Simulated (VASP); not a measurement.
Input:

```xyz
3
Lattice="1.8952 -3.2827 0.0000 1.8952 3.2827 0.0000 0.0000 0.0000 4.7492" Properties=species:S:1:pos:R:3 pbc="T T T"
Pt     0.0000     0.0000     0.0000
Se     1.8952     1.0942     1.2723
Se     1.8952    -1.0942     3.4769
```

These are PBE GGA with D3 dispersion (zero damping), VASP's PBE PAW potentials (set 64) (plane waves; VASP) values and carry that method's errors. Numerical set-up: 520 eV cut-off, 10×10×7 Γ-centred mesh, tetrahedra with Blöchl corrections, potentials Pt Se.

The cores are frozen, which limits the accuracy of field gradients.

**Question.** Give the principal components of the electric field gradient (V/Å²) and the asymmetry η at each nucleus.

**Answer.** 
| atom | Vxx | Vyy | Vzz | η |
|---|---|---|---|---|
| Pt1 | -63.0 | -63.0 | 125.9 | 0.00 |
| Se2 | 19.8 | 19.8 | -39.5 | 0.00 |
| Se3 | 19.8 | 19.8 | -39.5 | 0.00 |

The compound is PtSe2 in the 1T layered structure. It was relaxed first.
